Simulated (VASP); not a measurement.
Calculation: PBEsol GGA, VASP's PBE PAW potentials (set 64) (plane waves; VASP).

VASP ran on this input.

### INCAR
```
SYSTEM = Sc
PREC = Accurate
ENCUT = 480
EDIFF = 1E-7
NELM = 100
ALGO = Normal
LREAL = .FALSE.
LASPH = .TRUE.
ISMEAR = 1
SIGMA = 0.1
GGA = PS
LMAXMIX = 4
LWAVE = .FALSE.
LCHARG = .FALSE.
ISIF = 2
```

POSCAR:
```
Sc
1.0
  1.6465279339  -2.8518699533   0.0000000000
  1.6465279339   2.8518699533   0.0000000000
  0.0000000000   0.0000000000   5.1080758477
Sc
2
Direct
  0.3333330000   0.6666670000   0.2500000000
  0.6666670000   0.3333330000   0.7500000000
```

**KPOINTS**
```
K-points
0
G
  12 12 8
```

POTCAR, in this order: Sc_sv (PBE.64 set). Program: vasp_std.

The resulting files:

OUTCAR:
```
 ion  position               nearest neighbor table
   1  0.333  0.667  0.250-   2 3.18   2 3.18   2 3.18   2 3.18   2 3.18   2 3.18
   2  0.667  0.333  0.750-   1 3.18   1 3.18   1 3.18   1 3.18   1 3.18   1 3.18
  LATTYP: Found a hexagonal cell.
 ALAT       =     3.2930557948
 C/A-ratio  =     1.5511658976
 Subroutine PRICEL returns:
 Original cell was already a primitive cell.
 Subroutine GETGRP returns: Found 24 space group operations
The static configuration has the point symmetry D_3d.
 The point group associated with its full space group is D_6h.
The dynamic configuration has the point symmetry D_3d.
 Subroutine INISYM returns: Found 24 space group operations
 Subroutine IBZKPT returns following result:
 Found     95 irreducible k-points:

 Following reciprocal coordinates:
            Coordinates               Weight
  0.000000  0.000000  0.000000      1.000000
  0.083333  0.000000  0.000000      6.000000
  0.166667  0.000000  0.000000      6.000000
  0.250000  0.000000  0.000000      6.000000
  0.333333  0.000000  0.000000      6.000000
  0.416667  0.000000  0.000000      6.000000
  0.500000  0.000000  0.000000      3.000000
  0.083333  0.083333  0.000000      6.000000
  0.166667  0.083333  0.000000     12.000000
  0.250000  0.083333  0.000000     12.000000
  0.333333  0.083333  0.000000     12.000000
  0.416667  0.083333  0.000000     12.000000
  0.166667  0.166667  0.000000      6.000000
  0.250000  0.166667  0.000000     12.000000
  0.333333  0.166667  0.000000     12.000000
  0.416667  0.166667  0.000000      6.000000
  0.250000  0.250000  0.000000      6.000000
  0.333333  0.250000  0.000000     12.000000
  0.333333  0.333333  0.000000      2.000000
  0.000000  0.000000  0.125000      2.000000
  0.083333  0.000000  0.125000     12.000000
  0.166667  0.000000  0.125000     12.000000
...
```

OSZICAR:
```
       N       E                     dE             d eps       ncg     rms          rms(c)
DAV:   1     0.373880982497E+03    0.37388E+03   -0.10705E+04  2866   0.147E+03
DAV:   2     0.776040583378E+01   -0.36612E+03   -0.36091E+03  3899   0.661E+02
DAV:   3    -0.143412008655E+02   -0.22102E+02   -0.21615E+02  4770   0.189E+02
DAV:   4    -0.147178303662E+02   -0.37663E+00   -0.35622E+00  4306   0.216E+01
DAV:   5    -0.147231126028E+02   -0.52822E-02   -0.52719E-02  4800   0.267E+00    0.813E+00
DAV:   6    -0.133975057239E+02    0.13256E+01   -0.30408E+00  3557   0.228E+01    0.241E+00
DAV:   7    -0.132226867259E+02    0.17482E+00   -0.76431E-01  3704   0.104E+01    0.846E-01
DAV:   8    -0.132111508541E+02    0.11536E-01   -0.29890E-02  3809   0.260E+00    0.252E-01
DAV:   9    -0.132096087474E+02    0.15421E-02   -0.83733E-03  3718   0.111E+00    0.196E-02
DAV:  10    -0.132096261363E+02   -0.17389E-04   -0.11220E-04  4717   0.165E-01    0.734E-03
DAV:  11    -0.132096239433E+02    0.21930E-05   -0.25573E-06  4422   0.219E-02    0.200E-03
DAV:  12    -0.132096252183E+02   -0.12750E-05   -0.47739E-07  3126   0.812E-03    0.100E-03
DAV:  13    -0.132096247734E+02    0.44491E-06   -0.25980E-08  2118   0.276E-03    0.908E-05
DAV:  14    -0.132096247821E+02   -0.86961E-08   -0.75622E-09  1971   0.227E-03
   1 F= -.13209625E+02 E0= -.13209836E+02  d E =0.634968E-03
```

### OUTCAR
```
------------------------ aborting loop because EDIFF is reached ----------------------------------------
  FORCE on cell =-STRESS in cart. coord.  units (eV):
  Direction    XX          YY          ZZ          XY          YZ          ZX
  --------------------------------------------------------------------------------------
  Total       -0.2787471     -0.2787471     -0.2337574      0.0000000      0.0000000     -0.0000000
  in kB       -9.3096822     -9.3096816     -7.8071014      0.0000000      0.0000000     -0.0000000
  external PRESSURE =      -8.8088218 kB  Pullay stress =       0.0000000 kB
  volume of cell :       47.97
      direct lattice vectors                 reciprocal lattice vectors
     1.646527934 -2.851869953  0.000000000     0.303669309 -0.175323563  0.000000000
     1.646527934  2.851869953  0.000000000     0.303669309  0.175323563  0.000000000
     0.000000000  0.000000000  5.108075848     0.000000000  0.000000000  0.195768432
 POSITION                                       TOTAL-FORCE (eV/Angst)
 -----------------------------------------------------------------------------------
      1.64653      0.95063      1.27702        -0.000000      0.000000      0.000000
      1.64653     -0.95063      3.83106         0.000000     -0.000000      0.000000
 -----------------------------------------------------------------------------------
    total drift:                                0.000000      0.000686     -0.000015
  FREE ENERGIE OF THE ION-ELECTRON SYSTEM (eV)
  ---------------------------------------------------
  free  energy   TOTEN  =       -13.2096247821 eV

  energy  without entropy=      -13.2102597504  energy(sigma->0) =      -13.20983644
```
(Selected blocks of OUTCAR.)

The compound is Sc in the hcp structure. This cell was strained or had an atom moved on purpose.
